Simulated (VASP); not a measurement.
Here is the system:

```
CELL_PARAMETERS angstrom
      4.23552     0.00000     0.00000
     -2.11776     3.66807     0.00000
      0.00000     0.00000    21.57595
ATOMIC_POSITIONS crystal
  Cd 0.66667 0.33333 0.33312
  Cd 0.33333 0.66667 0.66688
  Cd 0.00000 0.00000 0.00000
  I  0.33333 0.66667 0.07887
  I  0.66667 0.33333 0.92113
  I  0.33333 0.66667 0.41170
  I  0.66667 0.33333 0.58830
  I  0.00000 0.00000 0.25440
  I  0.00000 0.00000 0.74560
```

These are revPBE GGA, VASP's PBE PAW potentials (set 64) (plane waves; VASP) values and carry that method's errors. Numerical set-up: 300 eV cut-off, 6×6×1 Γ-centred mesh, Gaussian smearing of 0.010 eV, potentials Cd I.

At this cut-off the stress carries a Pulay error, which pulls relaxed volumes low.

**Question.** Estimate the energy per atom (σ→0), pressure.

**Answer.** 
```
Quantity                       Result
---------------------  --------------
energy per atom (σ→0)  -1.557 eV/atom
pressure                     3.20 GPa
```

Total energies compare only between runs with the same potentials, cut-off and functional.

The structure comes from a computed database's CdI2 entry; how it stands against other phases isn't given here. The cell was not relaxed at this level.
